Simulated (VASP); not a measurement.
Input:

```yaml
crystal:
  lattice:
    - [2.33378, -4.04223, 0.00000]
    - [2.33378, 4.04223, 0.00000]
    - [0.00000, 0.00000, 7.62399]
  atoms:
    - { symbol: Ag, position: [0.66667, 0.33333, 0.50011] }
    - { symbol: Ag, position: [0.33333, 0.66667, 0.00011] }
    - { symbol: I, position: [0.66667, 0.33333, 0.87489] }
    - { symbol: I, position: [0.33333, 0.66667, 0.37489] }
```

These are PBE GGA with spin-orbit coupling, VASP's PBE PAW potentials (set 64) (plane waves; VASP) values and carry that method's errors. Settings: 350 eV cut-off, 4×4×2 Γ-centred mesh, Gaussian smearing of 0.050 eV, potentials Ag I.

**Question.** Predict the energy per atom (σ→0).

**Answer.** 
* **energy per atom (σ→0)**: -2.467 eV/atom

Only differences to runs with the same potentials and settings are physical.

The compound is AgI in the wurtzite structure. It was relaxed first.
